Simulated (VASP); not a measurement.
ZrB₂ (AlB2 type) relaxed at rising pressure, in one space group throughout; other phases were not tried. The pressures are those reached. Level of theory: PBE GGA, VASP's PBE PAW potentials (set 64) (plane waves; VASP).

| P (GPa) | V (Å³/atom) | k-mesh |
|---|---|---|
| -0.19 | 10.297 | 11×11×9 |
| 4.98 | 10.085 | 11×11×9 |
| 10.09 | 9.893 | 11×11×9 |
| 20.04 | 9.565 | 11×11×9 |
| 30.02 | 9.282 | 11×11×9 |

A change of mesh leaves a small step in the series.

Question: Fit an equation of state and predict the volume at 44.80 GPa.

Answer: Least squares on the third-order Birch-Murnaghan form, P = (3B0/2)(y⁷ − y⁵)[1 + (3/4)(B′ − 4)(y² − 1)] with y = (V0/V)^(1/3), gives V0 = 10.289 Å³/atom, B0 = 238 GPa and B′ = 3.9, and so 8.924 Å³/atom. The run gave 8.925 Å³/atom, +0.0 % from the fit.

Pressures at which the relaxation failed are left out.

The compound is ZrB2 in the AlB2 type structure.
